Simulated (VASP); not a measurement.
OSZICAR of a VASP run on CuZn (CsCl type):

OSZICAR:
```
       N       E                     dE             d eps       ncg     rms          rms(c)
DAV:   1     0.141777475309E+03    0.14178E+03   -0.92534E+03  3536   0.218E+03
DAV:   2     0.442542049694E+01   -0.13735E+03   -0.13184E+03  3372   0.375E+02
DAV:   3    -0.593183722089E+01   -0.10357E+02   -0.99654E+01  3822   0.132E+02
DAV:   4    -0.609374117681E+01   -0.16190E+00   -0.16170E+00  3766   0.183E+01
DAV:   5    -0.609694787138E+01   -0.32067E-02   -0.32063E-02  4044   0.254E+00    0.938E+00
DAV:   6    -0.591532687314E+01    0.18162E+00   -0.11433E+01  4210   0.107E+02    0.595E+00
DAV:   7    -0.502504684940E+01    0.89028E+00   -0.33982E+00  3992   0.106E+02    0.227E+00
DAV:   8    -0.503793531152E+01   -0.12888E-01   -0.30537E-01  4498   0.851E+00    0.129E+00
DAV:   9    -0.502800086600E+01    0.99344E-02   -0.18250E-02  4288   0.383E+00    0.108E-01
DAV:  10    -0.502801631341E+01   -0.15447E-04   -0.16670E-03  5526   0.104E+00    0.772E-02
DAV:  11    -0.502797864286E+01    0.37671E-04   -0.28220E-04  4208   0.569E-01    0.198E-02
DAV:  12    -0.502798135389E+01   -0.27110E-05   -0.25312E-05  5256   0.815E-02    0.111E-02
DAV:  13    -0.502798037134E+01    0.98255E-06   -0.66471E-06  3982   0.781E-02
   1 F= -.50279804E+01 E0= -.50276233E+01  d E =-.714132E-03  mag=     0.0000     0.0000     0.0000
       N       E                     dE             ncg
```

Task: Which electronic solver shows in the log?

Result: It is blocked Davidson (ALGO = Normal, or the opening steps of other solvers). The INCAR had ALGO = Normal.

Task: How was spin treated?

Result: With non-collinear spinors: mag has three components.

Task: Can the final energy be trusted as converged?

Result: The run converged. It stopped with EDIFF = 1E-6, NELM = 100 (PBE GGA with spin-orbit coupling, plane waves, VASP's PBE PAW potentials (set 64)).

The compound is CuZn in the CsCl type structure. It was relaxed first.
